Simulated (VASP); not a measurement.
# CdF2: the band gap up a ladder of functionals, part 6 of 7

Wanted: bands and gap of CdF2 from one functional after another. The start is a cell from a database of measured crystal structures.

VASP 6.6.1, plane waves and PAW; the level of theory is named at each step.

So far, least gap on mesh and path (eV): step 2 (bands, level LDA, k 5×5×5) 2.80; step 9 (bands, level HSE06, k 5×5×5) 5.19; step 11 (bands, level PBE-EpsX, k 5×5×5) 7.18; step 12 (bands, level PBE0, k 5×5×5) 5.91; step 13 (bands, level r2SCAN-EpsX, k 5×5×5) 7.52.

### Step 14. Bands with r2SCAN0, k 5×5×5

This step: r2SCAN0; plane waves and PAW (Cd, F) (VASP 6.6.1).

r2SCAN0 replaces a quarter of the r2SCAN exchange by unscreened exact exchange. A prediction first. If the gap is linear in the share of exact exchange, r2SCAN (3.75 eV at 0) and r2SCAN-EpsX (7.52 eV at 0.357) give a slope of 10.57 eV per unit share, so a share of 0.250 should give 6.39 eV.

Input file INCAR:

```
SYSTEM = CdF2
PREC = Accurate
ENCUT = 520
EDIFF = 1E-06
NELM = 100
ISMEAR = 0
SIGMA = 0.02
LREAL = .FALSE.
ALGO = Normal
LHFCALC = .TRUE.
AEXX = 0.25
METAGGA = R2SCAN
LASPH = .TRUE.
NBANDS = 19
PRECFOCK = Fast
HFRCUT = -1
LORBIT = 11
LWAVE = .FALSE.
LCHARG = .FALSE.
KPAR = 4
```

Input file POSCAR:

```
CdF2
1.0
    0.0000000000      2.6940000000      2.6940000000
    2.6940000000      0.0000000000      2.6940000000
    2.6940000000      2.6940000000      0.0000000000
Cd F
1 2
Direct
    0.0000000000      0.0000000000      0.0000000000
    0.2500000000      0.2500000000      0.2500000000
    0.7500000000      0.7500000000      0.7500000000
```

Input file KPOINTS:

```
Automatic mesh
0
Gamma
5 5 5
0 0 0
```

Input file KPOINTS_OPT:

```
Line mode
6
Line-mode
Reciprocal
  0.00000000   0.00000000   0.00000000 GAMMA
  0.50000000   0.00000000   0.50000000 X

  0.50000000   0.00000000   0.50000000 X
  0.50000000   0.25000000   0.75000000 W

  0.50000000   0.25000000   0.75000000 W
  0.37500000   0.37500000   0.75000000 K

  0.37500000   0.37500000   0.75000000 K
  0.00000000   0.00000000   0.00000000 GAMMA

  0.00000000   0.00000000   0.00000000 GAMMA
  0.50000000   0.50000000   0.50000000 L

  0.50000000   0.50000000   0.50000000 L
  0.62500000   0.25000000   0.62500000 U

  0.62500000   0.25000000   0.62500000 U
  0.50000000   0.25000000   0.75000000 W

  0.50000000   0.25000000   0.75000000 W
  0.50000000   0.50000000   0.50000000 L

  0.50000000   0.50000000   0.50000000 L
  0.37500000   0.37500000   0.75000000 K

  0.62500000   0.25000000   0.62500000 U
  0.50000000   0.00000000   0.50000000 X
```

PAW data sets: Cd and F (PBE family, release 64).

Command:

```console
$ mpirun -np 4 vasp_std
```

Numbers of over 12 decimals in the logs are rounded to 6 here.

The log of the run:

```text
[... set-up lines as in an earlier step ...]
 entering main loop
       N       E                     dE             d eps       ncg     rms          rms(c)
DAV:   1    -0.323546524420E+02   -0.32355E+02   -0.11186E+00   380   0.918E+00    0.133E+00
DAV:   2    -0.323581679227E+02   -0.35155E-02   -0.68240E-02   392   0.241E+00    0.105E+00
DAV:   3    -0.323521989634E+02    0.59690E-02   -0.25129E-02   404   0.149E+00    0.623E-01
DAV:   4    -0.323522630409E+02   -0.64078E-04   -0.20259E-03   389   0.509E-01    0.379E-01
[...]
DAV:   8    -0.323519485173E+02    0.58374E-05   -0.73996E-06   380   0.334E-02    0.491E-02
DAV:   9    -0.323519471116E+02    0.14057E-05   -0.25599E-06   300   0.187E-02    0.308E-02
DAV:  10    -0.323519465673E+02    0.54430E-06   -0.70464E-07   289   0.107E-02
   1 F= -.32351947E+02 E0= -.32351947E+02  d E =-.365229E-60
 Start KPOINTS_OPT (optional k-point list driver)
k-point batch [1-10\60]
       N       E                     dE             ncg
DAV:   1     0.108127548442E+03   -0.66063E+04      380
DAV:   2    -0.241277377719E+04   -0.25209E+04      415
DAV:   3    -0.254799540709E+04   -0.13522E+03      413
DAV:   4    -0.254953490742E+04   -0.15395E+01      425
DAV:   5    -0.254954116737E+04   -0.62600E-02      422
DAV:   6    -0.254954119070E+04   -0.23330E-04      416
DAV:   7    -0.254954119080E+04   -0.99849E-07      269
[...]
k-point batch [51-60\60]
       N       E                     dE             ncg
DAV:   1     0.138502284228E+03   -0.95227E+04      380
DAV:   2    -0.242930083206E+04   -0.25678E+04      404
DAV:   3    -0.256386140045E+04   -0.13456E+03      413
DAV:   4    -0.256551146266E+04   -0.16501E+01      425
DAV:   5    -0.256551802565E+04   -0.65630E-02      413
DAV:   6    -0.256551805060E+04   -0.24947E-04      413
DAV:   7    -0.256551805069E+04   -0.92280E-07      269
```

Wall time 15 min (4 MPI ranks of AMD EPYC 7R43, shared host); peak memory 0.65 GiB; 61 min of CPU time.

Parts of OUTCAR (step 14):

```text
 POSITION                                       TOTAL-FORCE (eV/Angst)
 -----------------------------------------------------------------------------------
      0.00000      0.00000      0.00000         0.000000     -0.000000      0.000000
      1.34700      1.34700      1.34700         0.000000      0.000000     -0.000000
      4.04100      4.04100      4.04100        -0.000000     -0.000000      0.000000
 -----------------------------------------------------------------------------------
    total drift:                                0.000000      0.000000      0.000000

  FREE ENERGIE OF THE ION-ELECTRON SYSTEM (eV)
  ---------------------------------------------------
  free  energy   TOTEN  =       -32.3519465673 eV

  energy  without entropy=      -32.3519465673  energy(sigma->0) =      -32.35194657

[... 2 parts as in an earlier step ...]

[... 1 further part left out ...]
[key lines of the parts left out:]
E-fermi :  -3.5391
```

Electronic bands along the path, in eV, zero at the valence-band top; v1 is the highest filled band, c1 the lowest empty one:

```
          point     v4     v3     v2     v1     c1     c2
              Γ  -1.02  -0.58  -0.58  -0.58   6.37  16.35
0.40 of the way  -1.67  -0.57  -0.41  -0.41   7.97  14.54
              X  -3.13  -0.54  -0.10  -0.10  11.83  13.24
0.40 of the way  -2.81  -0.58  -0.40  -0.06  11.86  13.65
              W  -1.61  -1.61  -0.64   0.00  11.91  14.50
0.60 of the way  -2.25  -1.08  -0.53  -0.09  11.81  14.28
              K  -2.46  -1.00  -0.37  -0.22  11.77  14.23
0.40 of the way  -1.72  -1.45  -0.47  -0.41   9.76  13.78
              Γ  -1.02  -0.58  -0.58  -0.58   6.37  16.35
0.40 of the way  -1.31  -0.91  -0.53  -0.53   7.67  14.75
              L  -1.95  -1.95  -0.45  -0.45  10.85  12.33
0.40 of the way  -2.11  -1.62  -0.46  -0.39  11.08  12.68
              U  -2.46  -1.00  -0.37  -0.22  11.77  14.23
0.40 of the way  -2.25  -1.08  -0.53  -0.09  11.81  14.28
              W  -1.61  -1.61  -0.64   0.00  11.91  14.50
0.40 of the way  -1.87  -1.56  -0.55  -0.19  11.46  13.32
              L  -1.95  -1.95  -0.45  -0.45  10.85  12.33
0.40 of the way  -2.12  -1.62  -0.46  -0.39  11.08  12.68
              K  -2.46  -1.00  -0.37  -0.22  11.77  14.23
      jump to U  -2.46  -1.00  -0.37  -0.22  11.77  14.23
0.60 of the way  -2.93  -0.58  -0.20  -0.12  11.84  13.45
              X  -3.13  -0.54  -0.10  -0.10  11.83  13.24
```

The largest weight of each band there:

```csv
point,v4,v3,v2,v1,c1,c2
Γ,F 0.98,F 0.65,F 0.65,F 0.65,Cd 0.76,Cd 0.99
X,F 0.94,F 1.00,F 0.87,F 0.87,Cd 0.75,Cd 0.75
W,F 0.83,F 0.83,F 1.00,F 0.87,Cd 0.71,F 0.71
K,F 0.67,F 0.95,F 0.93,F 0.84,Cd 0.72,F 0.67
Γ,F 0.98,F 0.65,F 0.65,F 0.65,Cd 0.76,Cd 0.99
L,F 0.96,F 0.96,F 0.73,F 0.73,Cd 0.65,F 0.63
```

The gap is 6.37 eV, indirect, from W to Γ. Against LDA that is +3.57 eV; this run took 31 times the core time, on fewer points of the path. The straight line predicted 6.39 eV, which is +0.02 eV off.

### Step 15. Bands with PBE + SOC

This step: PBE, spin-orbit coupling; plane waves and PAW (Cd, F) (VASP 6.6.1).

Spin-orbit coupling needs spinors and the noncollinear program, where each band holds one electron.

Input file INCAR:

```
SYSTEM = CdF2
PREC = Accurate
ENCUT = 520
EDIFF = 1E-06
NELM = 100
ISMEAR = 0
SIGMA = 0.02
LREAL = .FALSE.
ALGO = Normal
GGA = PE
LNONCOLLINEAR = .TRUE.
MAGMOM = 0 0 0 0 0 0 0 0 0
NBANDS = 38
GGA_COMPAT = .FALSE.
LASPH = .TRUE.
LSORBIT = .TRUE.
LORBIT = 11
LWAVE = .FALSE.
LCHARG = .FALSE.
KPAR = 4
```

POSCAR is that of step 14.

KPOINTS is that of step 14.

Edit KPOINTS_OPT of step 14 so:

```diff
@@ -1,3 +1,3 @@
 Line mode
-6
+16
 Line-mode
```

Command:

```console
$ mpirun -np 4 vasp_ncl
```

The log of the run:

```text
[... set-up lines as in an earlier step ...]
 entering main loop
       N       E                     dE             d eps       ncg     rms          rms(c)
DAV:   1     0.231105393336E+03    0.23111E+03   -0.14739E+04   768   0.140E+03
DAV:   2     0.479240648035E+00   -0.23063E+03   -0.22038E+03   826   0.388E+02
DAV:   3    -0.125078658292E+02   -0.12987E+02   -0.12927E+02   832   0.101E+02
DAV:   4    -0.125887234431E+02   -0.80858E-01   -0.80840E-01   856   0.835E+00
[...]
DAV:  13    -0.108827115033E+02    0.21044E-05   -0.14742E-05   814   0.515E-02    0.714E-03
DAV:  14    -0.108827132986E+02   -0.17952E-05   -0.63559E-06   778   0.237E-02    0.488E-03
DAV:  15    -0.108827129524E+02    0.34616E-06   -0.44164E-07   540   0.826E-03
   1 F= -.10882713E+02 E0= -.10882713E+02  d E =-.183199E-23  mag=    -0.0000    -0.0000    -0.0000
 Start KPOINTS_OPT (optional k-point list driver)
k-point batch [1-10\160]
       N       E                     dE             ncg
DAV:   1     0.616060520151E+03   -0.93186E+03      760
DAV:   2    -0.163925807331E+04   -0.22553E+04      822
DAV:   3    -0.177037011148E+04   -0.13111E+03      856
DAV:   4    -0.177117251947E+04   -0.80241E+00      838
DAV:   5    -0.177117561444E+04   -0.30950E-02      874
DAV:   6    -0.177117563171E+04   -0.17267E-04      850
DAV:   7    -0.177117563181E+04   -0.10188E-06      610
[...]
k-point batch [151-160\160]
       N       E                     dE             ncg
DAV:   1     0.543693940332E+03   -0.92941E+04      776
DAV:   2    -0.168322634605E+04   -0.22269E+04      844
DAV:   3    -0.180607643566E+04   -0.12285E+03      862
DAV:   4    -0.180678659904E+04   -0.71016E+00      820
DAV:   5    -0.180678897976E+04   -0.23807E-02      850
DAV:   6    -0.180678899229E+04   -0.12529E-04      820
DAV:   7    -0.180678899236E+04   -0.71342E-07      536
```

Elapsed: 94 s, on 4 MPI ranks; peak memory 0.92 GiB; 6.2 min of CPU time.

From OUTCAR (step 15):

```text
  Total        1.5177620      1.5177620      1.5177620     -0.0000000      0.0000000     -0.0000000
  in kB       62.1858378     62.1858378     62.1858378     -0.0000000      0.0000000     -0.0000000
  external PRESSURE =      62.1858378 kB  Pullay stress =       0.0000000 kB

 POSITION                                       TOTAL-FORCE (eV/Angst)
 -----------------------------------------------------------------------------------
      0.00000      0.00000      0.00000        -0.000000      0.000000     -0.000000
      1.34700      1.34700      1.34700         0.000000     -0.000000      0.000000
      4.04100      4.04100      4.04100        -0.000000      0.000000     -0.000000
 -----------------------------------------------------------------------------------
    total drift:                                0.000000      0.000000      0.000000

  FREE ENERGIE OF THE ION-ELECTRON SYSTEM (eV)
  ---------------------------------------------------
  free  energy   TOTEN  =       -10.8827129524 eV

  energy  without entropy=      -10.8827129524  energy(sigma->0) =      -10.88271295

 magnetization (x)
# of ion       s       p       d       tot
------------------------------------------
    1        0.000  -0.000   0.000   0.000
    2        0.000   0.000   0.000   0.000
    3       -0.000  -0.000   0.000  -0.000
--------------------------------------------------
tot          0.000  -0.000   0.000  -0.000

 magnetization (y)
# of ion       s       p       d       tot
------------------------------------------
    1       -0.000   0.000   0.000  -0.000
    2        0.000   0.000   0.000   0.000
    3        0.000   0.000   0.000   0.000
--------------------------------------------------
tot         -0.000   0.000   0.000  -0.000

 magnetization (z)
# of ion       s       p       d       tot
------------------------------------------
    1        0.000   0.000   0.000   0.000
    2        0.000   0.000   0.000   0.000
    3        0.000   0.000   0.000   0.000
--------------------------------------------------
tot          0.000   0.000   0.000   0.000

[... 1 part as in an earlier step ...]

[... 2 further parts left out ...]
[key lines of the parts left out:]
E-fermi :  -1.2504
```

Electronic bands along the path, in eV, zero at the valence-band top; v1 is the highest filled band, c1 the lowest empty one:

| point | v4 | v3 | v2 | v1 | c1 | c2 | c3 | c4 |
| --- | --- | --- | --- | --- | --- | --- | --- | --- |
| Γ | -0.53 | -0.53 | -0.42 | -0.42 | 3.06 | 3.06 | 12.31 | 12.31 |
| 0.47 of the way | -0.37 | -0.37 | -0.29 | -0.29 | 5.07 | 5.07 | 10.77 | 10.77 |
| X | -0.13 | -0.13 | -0.05 | -0.05 | 8.00 | 8.00 | 9.63 | 9.63 |
| 0.47 of the way | -0.49 | -0.49 | -0.04 | -0.04 | 8.03 | 8.03 | 10.15 | 10.15 |
| W | -0.59 | -0.59 | 0.00 | 0.00 | 8.07 | 8.07 | 11.45 | 11.45 |
| 0.53 of the way | -0.52 | -0.52 | -0.07 | -0.07 | 8.00 | 8.00 | 10.93 | 10.93 |
| K | -0.35 | -0.35 | -0.19 | -0.19 | 7.96 | 7.96 | 10.71 | 10.71 |
| 0.47 of the way | -0.44 | -0.44 | -0.38 | -0.38 | 5.82 | 5.82 | 10.55 | 10.55 |
| Γ | -0.53 | -0.53 | -0.42 | -0.42 | 3.06 | 3.06 | 12.31 | 12.31 |
| 0.47 of the way | -0.50 | -0.50 | -0.40 | -0.40 | 4.75 | 4.75 | 10.95 | 10.95 |
| L | -0.45 | -0.45 | -0.33 | -0.33 | 7.17 | 7.17 | 9.15 | 9.15 |
| 0.47 of the way | -0.42 | -0.42 | -0.31 | -0.31 | 7.42 | 7.42 | 9.60 | 9.60 |
| U | -0.35 | -0.35 | -0.19 | -0.19 | 7.96 | 7.96 | 10.71 | 10.71 |
| 0.47 of the way | -0.52 | -0.52 | -0.07 | -0.07 | 8.00 | 8.00 | 10.93 | 10.93 |
| W | -0.59 | -0.59 | 0.00 | 0.00 | 8.07 | 8.07 | 11.45 | 11.45 |
| 0.47 of the way | -0.48 | -0.48 | -0.21 | -0.21 | 7.59 | 7.59 | 9.92 | 9.92 |
| L | -0.45 | -0.45 | -0.33 | -0.33 | 7.17 | 7.17 | 9.15 | 9.15 |
| 0.53 of the way | -0.41 | -0.41 | -0.30 | -0.30 | 7.50 | 7.50 | 9.73 | 9.73 |
| K | -0.35 | -0.35 | -0.19 | -0.19 | 7.96 | 7.96 | 10.71 | 10.71 |
| jump to U | -0.35 | -0.35 | -0.19 | -0.19 | 7.96 | 7.96 | 10.71 | 10.71 |
| 0.47 of the way | -0.26 | -0.26 | -0.11 | -0.11 | 8.01 | 8.01 | 9.98 | 9.98 |
| X | -0.13 | -0.13 | -0.05 | -0.05 | 8.00 | 8.00 | 9.63 | 9.63 |

The largest weight of each band there:

| point | v4 | v3 | v2 | v1 | c1 | c2 | c3 | c4 |
| --- | --- | --- | --- | --- | --- | --- | --- | --- |
| Γ | F 0.66 | F 0.66 | F 0.62 | F 0.62 | Cd 0.76 | Cd 0.76 | Cd 0.98 | Cd 0.98 |
| X | F 0.87 | F 0.87 | F 0.86 | F 0.86 | Cd 0.69 | Cd 0.69 | Cd 0.74 | Cd 0.74 |
| W | F 1.00 | F 1.00 | F 0.87 | F 0.87 | Cd 0.66 | Cd 0.66 | F 0.51 | F 0.51 |
| K | F 0.93 | F 0.93 | F 0.83 | F 0.83 | Cd 0.66 | Cd 0.66 | Cd 0.65 | Cd 0.65 |
| Γ | F 0.66 | F 0.66 | F 0.62 | F 0.62 | Cd 0.76 | Cd 0.76 | Cd 0.98 | Cd 0.98 |
| L | F 0.74 | F 0.74 | F 0.70 | F 0.70 | Cd 0.60 | Cd 0.60 | F 0.63 | F 0.63 |

The gap is 3.06 eV, indirect, from W to Γ. That is the gap of PBE again; this run took 3.0 times the core time.

### Step 16. Starting orbitals for the hybrid with PBE + SOC

Again a semilocal start for the hybrid that follows.

Edit INCAR of step 15 so:

```diff
@@ -3,3 +3,3 @@
 ENCUT = 520
-EDIFF = 1E-06
+EDIFF = 1E-05
 NELM = 100
@@ -17,3 +17,3 @@
 LORBIT = 11
-LWAVE = .FALSE.
+LWAVE = .TRUE.
 LCHARG = .FALSE.
```

POSCAR is that of step 15.

KPOINTS is that of step 15.

Command:

```console
$ mpirun -np 4 vasp_ncl
```

The log of the run:

```text
[... set-up lines as in an earlier step ...]
 entering main loop
       N       E                     dE             d eps       ncg     rms          rms(c)
[... 12 cycles as in an earlier step ...]
DAV:  13    -0.108827114694E+02    0.21384E-05   -0.14402E-05   694   0.515E-02
   1 F= -.10882711E+02 E0= -.10882711E+02  d E =-.206965E-23  mag=     0.0000    -0.0000     0.0000
 writing wavefunctions
```

Run time: 16 s. Hardware: 4 MPI ranks; peak memory 0.86 GiB; 60 s of CPU time.

Parts of OUTCAR (step 16):

```text
   NELECT =      26.0000    total number of electrons

 E-fermi :  -1.2503

 k-point     1 :       0.0000    0.0000    0.0000
  band No.  band energies     occupation
    ...
     22      -1.8403      1.00000
     23      -1.8403      1.00000
     24      -1.8403      1.00000
     25      -1.7276      1.00000
     26      -1.7276      1.00000
     27       1.7552      0.00000
     28       1.7552      0.00000
     29      10.9987      0.00000
     30      10.9987      0.00000
     31      11.5781      0.00000
    ...

  Total        1.4860930      1.4860930      1.4860930     -0.0000000     -0.0000000      0.0000000
  in kB       60.8882940     60.8882940     60.8882940     -0.0000000     -0.0000000      0.0000000
  external PRESSURE =      60.8882940 kB  Pullay stress =       0.0000000 kB

 POSITION                                       TOTAL-FORCE (eV/Angst)
 -----------------------------------------------------------------------------------
      0.00000      0.00000      0.00000         0.000000      0.000000      0.000000
      1.34700      1.34700      1.34700        -0.000000     -0.000000      0.000000
      4.04100      4.04100      4.04100         0.000000      0.000000     -0.000000
 -----------------------------------------------------------------------------------
    total drift:                                0.000000      0.000000      0.000000

  FREE ENERGIE OF THE ION-ELECTRON SYSTEM (eV)
  ---------------------------------------------------
  free  energy   TOTEN  =       -10.8827114694 eV

  energy  without entropy=      -10.8827114694  energy(sigma->0) =      -10.88271147

 Spin-Orbit-Coupling matrix elements
 Ion:    1  E_soc:     -0.0456340
 Ion:    2  E_soc:     -0.0005447
 Ion:    3  E_soc:     -0.0005447

 magnetization (x)
# of ion       s       p       d       tot
------------------------------------------
    1       -0.000  -0.000   0.000  -0.000
    2        0.000  -0.000   0.000  -0.000
    3       -0.000  -0.000   0.000  -0.000
--------------------------------------------------
tot         -0.000  -0.000   0.000  -0.000

 magnetization (y)
# of ion       s       p       d       tot
------------------------------------------
    1       -0.000   0.000   0.000   0.000
    2        0.000   0.000   0.000   0.000
    3        0.000   0.000   0.000   0.000
--------------------------------------------------
tot          0.000   0.000   0.000   0.000

 magnetization (z)
# of ion       s       p       d       tot
------------------------------------------
    1       -0.000  -0.000  -0.000  -0.000
    2        0.000   0.000   0.000   0.000
    3       -0.000   0.000   0.000   0.000
--------------------------------------------------
tot          0.000   0.000  -0.000   0.000

[... 8 parts as in an earlier step ...]

[... 9 further parts left out ...]
```

At this level the cell is under a pressure of 6.1 GPa, so at these settings it is away from equilibrium.

This step gave:

- SCF cycles: 13
- pressure: 6.089 GPa
- valence top at k: -0.4, 0.4, 0.2
- gap on the k-mesh: 3.145 eV
- least direct gap on the k-mesh: 3.483 eV

On-site spin-orbit energy by atom:

```csv
atom,on-site spin-orbit energy (eV)
Cd1,-0.0456
F2,-0.0005
F3,-0.0005
```

[end of part 6 of 7]

[Lines on the potential files, build, host, timing and source positions are cut from VASP's logs without a mark.]

[Logs are printed without paths, hosts, clocks, repeated set-up lines and the standing remarks that a program may print on its own settings, such as how far it seeks lower states.]

[Hosts, paths, dates, database ids (printed as entryN), source tags and the programs' standing remarks are cut or masked in the printed files.]

[Measured values are set beside computed ones only where the two were judged alike; some that the calculation misses by far are left out.]
